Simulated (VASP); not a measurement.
These are PBE GGA with D3 dispersion (zero damping), VASP's PBE PAW potentials (set 64) (plane waves; VASP) values and carry that method's errors.

VASP input:

**POSCAR**
```
La2O3
1
    1.9596715370    -3.3942505788     0.0000000000
    1.9596715370     3.3942505788     0.0000000000
    0.0000000000     0.0000000000     6.1050325385
La O
2 3
Direct
  0.3333330000   0.6666670000   0.2458258410
  0.6666670000   0.3333330000   0.7541741590
  0.0000000000   0.0000000000   0.0000000000
  0.3333330000   0.6666670000   0.6462239962
  0.6666670000   0.3333330000   0.3537760038
```

### KPOINTS
```
Automatic mesh
0
Gamma
7 7 4
0 0 0
```

INCAR:
```
ISIF  =  4   ! ions and shape, fixed volume
NELM  =  100   ! most electronic steps
EDIFF  =  1E-7
LCHARG  =  F
SIGMA  =  0.05   ! width (eV)
LWAVE  =  F
SYSTEM  =  La2O3
PREC  =  Accurate
ENCUT  =  520   ! plane-wave cut-off (eV)
ALGO  =  Normal
IVDW  =  11
LREAL  =  F   ! projection in real space or not
ISMEAR  =  0   ! Gaussian
LMAXMIX  =  6   ! l cut-off of mixed one-centre charges
NSW  =  30
EDIFFG  =  -0.01
IBRION  =  2   ! conjugate gradients
GGA  =  PE   ! PBE
LASPH  =  T
```

POTCAR, in this order: La O (PBE.64 set). Program: vasp_std.

What does the run give for the energy per atom (σ→0), dispersion energy?

```json
{
 "energy per atom (σ→0)": "-8.551 eV/atom",
 "dispersion_energy": "-0.947 eV"
}
```

OSZICAR:
```
...
       N       E                     dE             d eps       ncg     rms          rms(c)
DAV:   1    -0.418096821430E+02    0.13077E-05   -0.10346E-02  1864   0.121E+00    0.367E-02
DAV:   2    -0.418097238468E+02   -0.41704E-04   -0.73353E-04  2192   0.311E-01    0.239E-02
DAV:   3    -0.418097069365E+02    0.16910E-04   -0.47746E-05  2392   0.779E-02    0.971E-03
DAV:   4    -0.418097051076E+02    0.18288E-05   -0.14994E-05  2552   0.370E-02    0.347E-03
DAV:   5    -0.418097051132E+02   -0.55957E-08   -0.26307E-06  2056   0.120E-02    0.194E-03
DAV:   6    -0.418097051124E+02    0.87994E-09   -0.17343E-07  1344   0.542E-03
   2 F= -.42756326E+02 E0= -.42756326E+02  d E =-.329393E-04
```

The compound is La2O3 in the a-type structure. This run relaxes it. Symmetry was kept, so distortions that lower it aren't found.
